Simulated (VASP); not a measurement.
# CdS (Hawleyite): what each functional gives for the gap

How does the band gap of CdS (Hawleyite) depend on the functional? The starting structure is a measured crystal structure from the Crystallography Open Database. Cell and atoms stay as given. Meshes and data sets differ where the inputs say so.

Calculated with VASP 6.6.1; Kohn-Sham DFT with plane waves and PAW; 9 levels of theory, named at each step.

### 1. Starting point

Symmetry: F-43m, No. 216, cubic system. Conventional cell: a = 5.833 Å, b = 5.833 Å, c = 5.833 Å, α = 90.00°, β = 90.00°, γ = 90.00°. Nearest to Cd lie 4 S at 2.53 Å. S has 4 Cd at 2.53 Å nearest. Farther neighbours and most contacts between anions are not listed.

### 2. Bands with LDA

LDA, the lowest rung, knows the local density alone.

The input, INCAR:

```
SYSTEM = CdS
PREC = Accurate
ENCUT = 350
EDIFF = 1E-06
NELM = 100
ISMEAR = 0
SIGMA = 0.03
LREAL = .FALSE.
ALGO = Normal
GGA = CA
NBANDS = 21
LORBIT = 11
LWAVE = .FALSE.
LCHARG = .FALSE.
KPAR = 4
```

The input, POSCAR:

```
CdS
1.0
    0.0000000000      2.9165000000      2.9165000000
    2.9165000000      0.0000000000      2.9165000000
    2.9165000000      2.9165000000      0.0000000000
Cd S
1 1
Direct
    0.0000000000      0.0000000000      0.0000000000
    0.7500000000      0.7500000000      0.7500000000
```

The input, KPOINTS:

```
Automatic mesh
0
Gamma
6 6 6
0 0 0
```

The input, KPOINTS_OPT:

```
Line mode
10
Line-mode
Reciprocal
  0.00000000   0.00000000   0.00000000 GAMMA
  0.50000000   0.00000000   0.50000000 X

  0.50000000   0.00000000   0.50000000 X
  0.50000000   0.25000000   0.75000000 W

  0.50000000   0.25000000   0.75000000 W
  0.37500000   0.37500000   0.75000000 K

  0.37500000   0.37500000   0.75000000 K
  0.00000000   0.00000000   0.00000000 GAMMA

  0.00000000   0.00000000   0.00000000 GAMMA
  0.50000000   0.50000000   0.50000000 L

  0.50000000   0.50000000   0.50000000 L
  0.62500000   0.25000000   0.62500000 U

  0.62500000   0.25000000   0.62500000 U
  0.50000000   0.25000000   0.75000000 W

  0.50000000   0.25000000   0.75000000 W
  0.50000000   0.50000000   0.50000000 L

  0.50000000   0.50000000   0.50000000 L
  0.37500000   0.37500000   0.75000000 K

  0.62500000   0.25000000   0.62500000 U
  0.50000000   0.00000000   0.50000000 X
```

PAW data sets: Cd and S (LDA family, release 64).

Command:

```console
mpirun -np 4 vasp_std
```

What it wrote:

```text
[banner, memory and clock lines left out]
running    4 mpi-ranks, on    1 nodes
 distrk:  each k-point on    1 cores,    4 groups
 distr:  one band on    1 cores,    1 groups

 POSCAR found type information on POSCAR CdS
 POSCAR found :  2 types and       2 ions
 LDA part: xc-table for (Slater(with rela. corr.)+CA(PZ))
 , standard interpolation
 POSCAR, INCAR and KPOINTS ok, starting setup
 FFT: planning ... GRIDC
 FFT: planning ... GRID_SOFT
 FFT: planning ... GRID
 WAVECAR not read
 entering main loop
       N       E                     dE             d eps       ncg     rms          rms(c)
DAV:   1     0.900317228298E+02    0.90032E+02   -0.69525E+03   720   0.567E+02
DAV:   2    -0.435634427609E+01   -0.94388E+02   -0.88819E+02   767   0.183E+02
DAV:   3    -0.789142744785E+01   -0.35351E+01   -0.35150E+01   818   0.371E+01
DAV:   4    -0.790975225377E+01   -0.18325E-01   -0.18323E-01   757   0.258E+00
DAV:   5    -0.790991157036E+01   -0.15932E-03   -0.15931E-03   817   0.221E-01    0.822E+00
DAV:   6    -0.742508226253E+01    0.48483E+00   -0.46346E-01   882   0.865E+00    0.658E+00
DAV:   7    -0.739730001059E+01    0.27782E-01   -0.12862E-01   812   0.205E+00    0.302E+00
DAV:   8    -0.739158675341E+01    0.57133E-02   -0.13253E-02   747   0.109E+00    0.230E-01
DAV:   9    -0.739120013301E+01    0.38662E-03   -0.11785E-03   832   0.441E-01    0.743E-02
DAV:  10    -0.739119655683E+01    0.35762E-05   -0.11108E-04   767   0.105E-01    0.599E-02
DAV:  11    -0.739120479973E+01   -0.82429E-05   -0.36506E-05   780   0.350E-02    0.243E-02
DAV:  12    -0.739120252494E+01    0.22748E-05   -0.41647E-06   811   0.220E-02    0.710E-03
DAV:  13    -0.739120259072E+01   -0.65781E-07   -0.80326E-07   481   0.450E-03
   1 F= -.73912026E+01 E0= -.73912026E+01  d E =-.414425E-27
 Start KPOINTS_OPT (optional k-point list driver)
k-point batch [1-16\100]
       N       E                     dE             ncg
DAV:   1     0.797973043355E+02   -0.59364E+04      712
DAV:   2    -0.136607541523E+04   -0.14459E+04      762
DAV:   3    -0.142000466496E+04   -0.53929E+02      797
DAV:   4    -0.142026263815E+04   -0.25797E+00      772
DAV:   5    -0.142026475599E+04   -0.21178E-02      835
DAV:   6    -0.142026478068E+04   -0.24687E-04      806
DAV:   7    -0.142026478098E+04   -0.30174E-06      692
[...]
k-point batch [97-100\100]
       N       E                     dE             ncg
DAV:   1     0.616475366609E+04   -0.21325E+04      200
DAV:   2     0.583298261821E+04   -0.33177E+03      201
DAV:   3     0.582180111573E+04   -0.11182E+02      203
DAV:   4     0.582174935070E+04   -0.51765E-01      193
DAV:   5     0.582174893172E+04   -0.41898E-03      208
DAV:   6     0.582174892690E+04   -0.48225E-05      188
DAV:   7     0.582174892684E+04   -0.59766E-07      184
```

Elapsed: 5.8 s, on 4 MPI ranks of AMD EPYC 9R45, shared host; peak memory 0.47 GiB; 22 s of CPU time.

The logs omit lines about the potential files and the build; timing stands in the text.

Parts of OUTCAR (step 2):

```text
ion  position               nearest neighbor table
   1  0.000  0.000  0.000-   2 2.53   2 2.53   2 2.53   2 2.53
   2  0.750  0.750  0.750-   1 2.53   1 2.53   1 2.53   1 2.53

  LATTYP: Found a face centered cubic cell.
 ALAT       =     5.8330000000

 Subroutine GETGRP returns: Found 24 space group operations
 (whereof 24 operations were pure point group operations)

The static configuration has the point symmetry T_d .

 Found     16 irreducible k-points:

   k-points           NKPTS =     16   k-points in BZ     NKDIM =     16   number of bands    NBANDS=     21

   dimension x,y,z NGX =    28 NGY =   28 NGZ =   28
   dimension x,y,z NGXF=    56 NGYF=   56 NGZF=   56

   ENCUT  =  350.0 eV  25.72 Ry    5.07 a.u.   6.29  6.29  6.29*2*pi/ulx,y,z

   NELECT =      18.0000    total number of electrons

 k-points in reciprocal lattice and weights: Automatic mesh
   0.00000000  0.00000000  0.00000000       0.005
   0.16666667  0.00000000  0.00000000       0.037
   0.33333333  0.00000000  0.00000000       0.037
   0.50000000  0.00000000  0.00000000       0.019
   0.16666667  0.16666667  0.00000000       0.028
   0.33333333  0.16666667  0.00000000       0.111
   0.50000000  0.16666667  0.00000000       0.111
  -0.33333333  0.16666667  0.00000000       0.111
  -0.16666667  0.16666667  0.00000000       0.056
[...]
-0.33333333  0.33333333  0.16666667       0.111
  -0.33333333  0.50000000  0.16666667       0.056

 average (electrostatic) potential at core
       1 -40.0994       2 -89.8407

 E-fermi :   1.3545

 k-point     1 :       0.0000    0.0000    0.0000
  band No.  band energies     occupation
    ...
      5      -6.1506      2.00000
      6      -6.1506      2.00000
      7       1.1327      2.00000
      8       1.1327      2.00000
      9       1.1327      2.00000
     10       2.0187      0.00000
     11       7.4895      0.00000
     12       7.4895      0.00000
     13       7.4895      0.00000
     14      12.2050      0.00000
    ...

 k-point     2 :       0.1667    0.0000    0.0000
  band No.  band energies     occupation
    ...
      5      -6.1519      2.00000
      6      -6.1519      2.00000
      7      -0.4529      2.00000
      8       0.9213      2.00000
      9       0.9213      2.00000
     10       3.2357      0.00000
     11       7.1321      0.00000
     12       7.8117      0.00000
     13       7.8117      0.00000
     14      11.7212      0.00000
    ...

 k-point     3 :       0.3333    0.0000    0.0000
  band No.  band energies     occupation
    ...
      5      -6.1348      2.00000
      6      -6.1348      2.00000
      7      -2.3708      2.00000
      8       0.5391      2.00000
      9       0.5391      2.00000
     10       3.8802      0.00000
     11       7.6443      0.00000
     12       8.0454      0.00000
     13       8.0454      0.00000
     14      11.8244      0.00000
    ...

  Total       -0.7371474     -0.7371474     -0.7371474      0.0000000      0.0000000      0.0000000
  in kB      -23.8039466    -23.8039466    -23.8039466      0.0000000      0.0000000      0.0000000
  external PRESSURE =     -23.8039466 kB  Pullay stress =       0.0000000 kB

  energy-cutoff  :      350.00
  volume of cell :       49.62
      direct lattice vectors                 reciprocal lattice vectors
     0.000000000  2.916500000  2.916500000    -0.171438368  0.171438368  0.171438368
     2.916500000  0.000000000  2.916500000     0.171438368 -0.171438368  0.171438368
     2.916500000  2.916500000  0.000000000     0.171438368  0.171438368 -0.171438368

 POSITION                                       TOTAL-FORCE (eV/Angst)
 -----------------------------------------------------------------------------------
      0.00000      0.00000      0.00000        -0.000000     -0.000000     -0.000000
      4.37475      4.37475      4.37475         0.000000      0.000000      0.000000
 -----------------------------------------------------------------------------------
    total drift:                               -0.000000     -0.000000     -0.000000

  FREE ENERGIE OF THE ION-ELECTRON SYSTEM (eV)
  ---------------------------------------------------
  free  energy   TOTEN  =        -7.3912025907 eV

  energy  without entropy=       -7.3912025907  energy(sigma->0) =       -7.39120259

 total charge
# of ion       s       p       d       tot
------------------------------------------
    1        0.442   0.334   9.536  10.312
    2        1.323   2.373   0.000   3.697
--------------------------------------------------
tot          1.765   2.708   9.536  14.009

[... 3 further parts left out ...]
```

Spin-orbit coupling is off here; it would split degenerate levels. At this level the cell is under a tension of 2.4 GPa, so at these settings it is away from equilibrium.

LDA gives a direct gap of 0.886 eV.

### 3. Bands with PBE

PBE, the usual starting point, adds the gradient of the density.

INCAR, as its differences from that of step 2:

```diff
@@ -9,3 +9,3 @@
 ALGO = Normal
-GGA = CA
+GGA = PE
 NBANDS = 21
```

POSCAR is that of step 2.

KPOINTS is that of step 2.

KPOINTS_OPT is that of step 2.

PAW data sets: Cd and S (PBE family, release 64).

Command:

```console
mpirun -np 4 vasp_std
```

What it wrote:

```text
[banner, memory and clock lines left out]
running    4 mpi-ranks, on    1 nodes
[...]
LDA part: xc-table for (Slater+PW92), standard interpolation
 POSCAR, INCAR and KPOINTS ok, starting setup
[...]
entering main loop
       N       E                     dE             d eps       ncg     rms          rms(c)
DAV:   1     0.893885203759E+02    0.89389E+02   -0.70095E+03   728   0.568E+02
DAV:   2    -0.321646781381E+01   -0.92605E+02   -0.87432E+02   767   0.181E+02
DAV:   3    -0.664419364748E+01   -0.34277E+01   -0.34085E+01   818   0.365E+01
DAV:   4    -0.666188220614E+01   -0.17689E-01   -0.17686E-01   752   0.252E+00
[...]
DAV:  11    -0.611349250777E+01   -0.79102E-04   -0.13123E-04   722   0.602E-02    0.325E-02
DAV:  12    -0.611349119930E+01    0.13085E-05   -0.53075E-06   793   0.191E-02    0.106E-02
DAV:  13    -0.611349194964E+01   -0.75034E-06   -0.16051E-06   752   0.612E-03
   1 F= -.61134919E+01 E0= -.61134919E+01  d E =-.192446E-13
 Start KPOINTS_OPT (optional k-point list driver)
k-point batch [1-16\100]
       N       E                     dE             ncg
DAV:   1     0.128984535363E+03   -0.58872E+04      712
DAV:   2    -0.130190707197E+04   -0.14309E+04      767
DAV:   3    -0.135467968180E+04   -0.52773E+02      797
DAV:   4    -0.135493558171E+04   -0.25590E+00      757
DAV:   5    -0.135493773630E+04   -0.21546E-02      820
DAV:   6    -0.135493776211E+04   -0.25807E-04      783
DAV:   7    -0.135493776243E+04   -0.32409E-06      682
[...]
k-point batch [97-100\100]
       N       E                     dE             ncg
DAV:   1     0.617828510462E+04   -0.21190E+04      200
DAV:   2     0.584932680067E+04   -0.32896E+03      201
DAV:   3     0.583836600648E+04   -0.10961E+02      203
DAV:   4     0.583831469031E+04   -0.51316E-01      193
DAV:   5     0.583831426220E+04   -0.42810E-03      208
DAV:   6     0.583831425712E+04   -0.50777E-05      193
DAV:   7     0.583831425706E+04   -0.65247E-07      176
```

It took 6.4 s on 4 MPI ranks; peak memory 0.52 GiB.

Parts of OUTCAR (step 3):

```text
  Total        0.8730186      0.8730186      0.8730186      0.0000000      0.0000000      0.0000000
  in kB       28.1914975     28.1914975     28.1914975      0.0000000      0.0000000      0.0000000
  external PRESSURE =      28.1914975 kB  Pullay stress =       0.0000000 kB

 POSITION                                       TOTAL-FORCE (eV/Angst)
 -----------------------------------------------------------------------------------
      0.00000      0.00000      0.00000         0.000000      0.000000      0.000000
      4.37475      4.37475      4.37475        -0.000000     -0.000000     -0.000000
 -----------------------------------------------------------------------------------
    total drift:                                0.000001      0.000001      0.000001

  FREE ENERGIE OF THE ION-ELECTRON SYSTEM (eV)
  ---------------------------------------------------
  free  energy   TOTEN  =        -6.1134919496 eV

  energy  without entropy=       -6.1134919496  energy(sigma->0) =       -6.11349195

[... 2 parts as in an earlier step ...]

[... 1 further part left out ...]
[key lines of the parts left out:]
E-fermi :   1.4648
```

PBE gives a direct gap of 1.143 eV. The least gap is +0.257 eV from that of LDA.

### 4. Bands with r2SCAN

r2SCAN adds the kinetic-energy density, costs more than a GGA and is run with LASPH.

INCAR, as its differences from that of step 3:

```diff
@@ -9,3 +9,4 @@
 ALGO = Normal
-GGA = PE
+METAGGA = R2SCAN
+LASPH = .TRUE.
 NBANDS = 21
```

POSCAR is that of step 3.

KPOINTS is that of step 3.

KPOINTS_OPT is that of step 3.

Command:

```console
mpirun -np 4 vasp_std
```

What it wrote:

```text
[banner, memory and clock lines left out]
running    4 mpi-ranks, on    1 nodes
[...]
|                                                                             |
|               ----> ADVICE to this user running VASP <----                  |
|                                                                             |
|     You enforced a specific xc type in the INCAR file but a different       |
|     [... a line on the potential file left out ...]
|     I HOPE YOU KNOW WHAT YOU ARE DOING!                                     |
|                                                                             |

 LDA part: xc-table for (None), standard interpolation
 POSCAR, INCAR and KPOINTS ok, starting setup
[...]
entering main loop
       N       E                     dE             d eps       ncg     rms          rms(c)
DAV:   1     0.609817562631E+02    0.60982E+02   -0.71200E+03   736   0.578E+02
DAV:   2    -0.315007413078E+02   -0.92482E+02   -0.87337E+02   767   0.183E+02
[...]
DAV:  11    -0.296725257401E+02    0.39371E-04   -0.81249E-05   787   0.979E-02    0.971E-02
DAV:  12    -0.296725203651E+02    0.53751E-05   -0.72315E-05   762   0.776E-02    0.428E-02
DAV:  13    -0.296725199462E+02    0.41887E-06   -0.17541E-06   789   0.893E-03
   1 F= -.29672520E+02 E0= -.29672520E+02  d E =-.231118E-26
 Start KPOINTS_OPT (optional k-point list driver)
k-point batch [1-16\100]
       N       E                     dE             ncg
DAV:   1     0.536746621810E+01   -0.60108E+04      728
DAV:   2    -0.143127255645E+04   -0.14366E+04      767
DAV:   3    -0.148332349505E+04   -0.52051E+02      797
DAV:   4    -0.148356540251E+04   -0.24191E+00      772
DAV:   5    -0.148356747646E+04   -0.20740E-02      820
DAV:   6    -0.148356750152E+04   -0.25062E-04      808
DAV:   7    -0.148356750185E+04   -0.32647E-06      685
[...]
k-point batch [97-100\100]
       N       E                     dE             ncg
DAV:   1     0.615463260983E+04   -0.21426E+04      200
DAV:   2     0.581722093438E+04   -0.33741E+03      201
DAV:   3     0.580596875700E+04   -0.11252E+02      208
DAV:   4     0.580591727792E+04   -0.51479E-01      198
DAV:   5     0.580591684146E+04   -0.43646E-03      208
DAV:   6     0.580591683629E+04   -0.51725E-05      198
DAV:   7     0.580591683622E+04   -0.65258E-07      176
```

Wall time 26 s (4 MPI ranks); peak memory 0.54 GiB; 1.7 min of CPU time.

OUTCAR, selected parts (step 4):

```text
  Total        0.4291266      0.4291266      0.4291266      0.0000000      0.0000000      0.0000000
  in kB       13.8573469     13.8573469     13.8573469      0.0000000      0.0000000      0.0000000
  external PRESSURE =      13.8573469 kB  Pullay stress =       0.0000000 kB

  FREE ENERGIE OF THE ION-ELECTRON SYSTEM (eV)
  ---------------------------------------------------
  free  energy   TOTEN  =       -29.6725199462 eV

  energy  without entropy=      -29.6725199462  energy(sigma->0) =      -29.67251995

[... 3 parts as in an earlier step ...]

[... 1 further part left out ...]
[key lines of the parts left out:]
E-fermi :   1.2727
```

r2SCAN gives a direct gap of 1.587 eV. The least gap is +0.701 eV from that of LDA.

### 5. Bands with TB-mBJ

TB-mBJ is a local potential fitted to gaps: it costs far less than a hybrid but gives no energy. Its energies, forces and stress mean nothing.

INCAR, as its differences from that of step 4:

```diff
@@ -4,3 +4,3 @@
 EDIFF = 1E-06
-NELM = 100
+NELM = 150
 ISMEAR = 0
@@ -9,3 +9,3 @@
 ALGO = Normal
-METAGGA = R2SCAN
+METAGGA = MBJ
 LASPH = .TRUE.
```

POSCAR is that of step 4.

KPOINTS is that of step 4.

KPOINTS_OPT is that of step 4.

Command:

```console
mpirun -np 4 vasp_std
```

What it wrote:

```text
[banner, memory and clock lines left out]
running    4 mpi-ranks, on    1 nodes
[...]
[... a notice as in an earlier step ...]

 LDA part: xc-table for (None), standard interpolation
 POSCAR, INCAR and KPOINTS ok, starting setup
[...]
entering main loop
       N       E                     dE             d eps       ncg     rms          rms(c)
DAV:   1     0.393967294920E+03    0.39397E+03   -0.69416E+03   728   0.565E+02
DAV:   2     0.302353754056E+03   -0.91614E+02   -0.86572E+02   767   0.181E+02
DAV:   3     0.299143450538E+03   -0.32103E+01   -0.31929E+01   818   0.351E+01
DAV:   4     0.299129658136E+03   -0.13792E-01   -0.13791E-01   757   0.225E+00
[...]
DAV:  92     0.301407337403E+03   -0.23289E-05   -0.44749E-12   351   0.110E-05    0.105E-05
DAV:  93     0.301407338876E+03    0.14737E-05   -0.90394E-12   351   0.824E-06    0.778E-06
DAV:  94     0.301407337880E+03   -0.99632E-06   -0.38843E-12   351   0.560E-06
   1 F= 0.30140734E+03 E0= 0.30140734E+03  d E =-.164912E-17
 Start KPOINTS_OPT (optional k-point list driver)
k-point batch [1-16\100]
       N       E                     dE             ncg
DAV:   1     0.230727135404E+03   -0.57855E+04      728
DAV:   2    -0.117893403069E+04   -0.14097E+04      772
DAV:   3    -0.122688347840E+04   -0.47949E+02      802
DAV:   4    -0.122707660431E+04   -0.19313E+00      762
DAV:   5    -0.122707822881E+04   -0.16245E-02      813
DAV:   6    -0.122707825004E+04   -0.21225E-04      806
DAV:   7    -0.122707825033E+04   -0.28930E-06      677
[...]
k-point batch [97-100\100]
       N       E                     dE             ncg
DAV:   1     0.621245291614E+04   -0.20848E+04      200
DAV:   2     0.588193020378E+04   -0.33052E+03      201
DAV:   3     0.587167097027E+04   -0.10259E+02      203
DAV:   4     0.587163137611E+04   -0.39594E-01      188
DAV:   5     0.587163102493E+04   -0.35118E-03      208
DAV:   6     0.587163102033E+04   -0.45974E-05      193
DAV:   7     0.587163102027E+04   -0.63202E-07      176
```

Run time: 33 s. Hardware: 4 MPI ranks; peak memory 0.56 GiB; 2.1 min of CPU time.

OUTCAR, selected parts (step 5):

```text
  Total      -38.2066939    -38.2066939    -38.2066939     -0.0000000      0.0000000     -0.0000000
  in kB    -1233.7697086  -1233.7697086  -1233.7697086     -0.0000000      0.0000000     -0.0000000
  external PRESSURE =   -1233.7697086 kB  Pullay stress =       0.0000000 kB

 POSITION                                       TOTAL-FORCE (eV/Angst)
 -----------------------------------------------------------------------------------
      0.00000      0.00000      0.00000        -0.000000      0.000000     -0.000000
      4.37475      4.37475      4.37475         0.000000     -0.000000      0.000000
 -----------------------------------------------------------------------------------
    total drift:                                0.000020      0.000020      0.000020

  FREE ENERGIE OF THE ION-ELECTRON SYSTEM (eV)
  ---------------------------------------------------
  free  energy   TOTEN  =       301.4073378800 eV

  energy  without entropy=      301.4073378800  energy(sigma->0) =      301.40733788

[... 2 parts as in an earlier step ...]

[... 1 further part left out ...]
[key lines of the parts left out:]
E-fermi :   1.7128
```

TB-mBJ gives a direct gap of 2.640 eV. The least gap is +1.754 eV from that of LDA.

[end of part 1 of 3]

[Lines on the potential files, build, host, timing and source positions are cut from VASP's logs without a mark.]

[Logs are printed without paths, hosts, clocks, repeated set-up lines and the standing remarks that a program may print on its own settings, such as how far it seeks lower states.]

[Hosts, paths, dates, database ids (printed as entryN), source tags and the programs' standing remarks are cut or masked in the printed files.]
